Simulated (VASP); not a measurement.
Write the native input for VASP 6.6.1 that does the following.

- Task: optical spectrum
- Functional: PBEsol
- Potentials or basis: VASP PAW PBE potentials, release 64 (Li, P)
- Cutoff: 500 eV
- k mesh: 5 × 5 × 8
- Occupations: gaussian, width 0.01 eV
- Spin: no spin polarisation
- Further INCAR settings: LASPH = False; ALGO = Fast; EDIFF = 1e-07; NBANDS = 41

The structure of Li4P lies in Li4P.cif:

```cif
data_Li4P
_cell_length_a 5.27581761
_cell_length_b 5.27581761
_cell_length_c 3.29685503
_cell_angle_alpha 90.00000000
_cell_angle_beta 90.00000000
_cell_angle_gamma 90.00000000
_space_group_name_H-M_alt 'I4/m'
_space_group_name_Hall '-I 4'
_space_group_IT_number 87
loop_
_space_group_symop_operation_xyz
'x,y,z'
'-x,-y,-z'
'-y,x,z'
'y,-x,-z'
'-x,-y,z'
'x,y,-z'
'y,-x,z'
'-y,x,-z'
'x+1/2,y+1/2,z+1/2'
'-x+1/2,-y+1/2,-z+1/2'
'-y+1/2,x+1/2,z+1/2'
'y+1/2,-x+1/2,-z+1/2'
'-x+1/2,-y+1/2,z+1/2'
'x+1/2,y+1/2,-z+1/2'
'y+1/2,-x+1/2,z+1/2'
'-y+1/2,x+1/2,-z+1/2'
loop_
_atom_site_label
_atom_site_type_symbol
_atom_site_symmetry_multiplicity
_atom_site_Wyckoff_symbol
_atom_site_fract_x
_atom_site_fract_y
_atom_site_fract_z
_atom_site_occupancy
Li1 Li 8 h 0.8028434650 0.4018087850 0.0000000000 1
P1 P 2 a 0.0000000000 0.0000000000 0.0000000000 1
```

The structure of Li4P lies in POSCAR:

```
Li P 
 1.0000000000000000
     5.2758176099999998    0.0000000000000000    0.0000000000000000
     0.0000000000000000    5.2758176099999998    0.0000000000000000
     0.0000000000000000    0.0000000000000000    3.2968550300000001
 Li  P  
   8   2
Cartesian
  4.2356556907204190  2.1198698637557039  0.0000000000000000
  1.0401619192795806  3.1559477462442955  0.0000000000000000
  3.1559477462442955  4.2356556907204190  0.0000000000000000
  2.1198698637557039  1.0401619192795806  0.0000000000000000
  1.5977468857204187  4.7577786687557042  1.6484275150000001
  3.6780707242795803  0.5180389412442962  1.6484275150000001
  0.5180389412442962  1.5977468857204187  1.6484275150000001
  4.7577786687557042  3.6780707242795803  1.6484275150000001
  0.0000000000000000  0.0000000000000000  0.0000000000000000
  2.6379088049999999  2.6379088049999999  1.6484275150000001
```

The cell was built by a generator and needn't be a form met in nature.

The cell isn't the ideal one: volume scaled by 0.8.

These files were run (other wordings do the same):

INCAR

```
PREC     = Accurate       # precision mode
ENCUT    = 500            # plane-wave cutoff, eV
EDIFF    = 1E-7           # SCF threshold, eV
ISMEAR   = 0              # smearing method
SIGMA    = 0.01           # smearing width, eV
LREAL    = F              # projectors in reciprocal space
LASPH    = F              # aspherical terms in the spheres
NELM     = 80             # most SCF steps
ALGO     = Fast           # electronic algorithm
ISIF     = 2              # what is computed and relaxed
LWAVE    = F              # write WAVECAR
LCHARG   = F              # write CHGCAR
GGA      = PS             # functional
LOPTICS  = T              # frequency-dependent dielectric function
NBANDS   = 41             # bands
NEDOS    = 2000           # points of the DOS
CSHIFT   = 0.1
```

KPOINTS

```
Automatic mesh
0
Gamma
  5 5 8
```

Potentials or basis: VASP PAW PBE potentials, release 64 (Li, P).

Launch:

```sh
$ ase convert -i cif -o vasp Li4P.cif POSCAR
$ cat potpaw_PBE.64/Li/POTCAR potpaw_PBE.64/P/POTCAR > POTCAR
$ mpirun -np 1 vasp_std > vasp.out
```

It gave:

- Pressure: 30.8 GPa
- Largest force: 0.884 eV/Å
- Band gap on the k mesh: none (metal or under the smearing width)

Caveat: spectra need much finer meshes, so this one isn't converged; independent-particle spectra lack excitons; the intraband (Drude) part of a metal's response may be missing; the PAW data sets were made with another functional, which shifts forces and pressure a little.

Wall time 72 s on 1 thread of Intel(R) Xeon(R) Platinum 8488C (Sapphire Rapids), with other jobs on the host, peak memory 0.28 GiB.
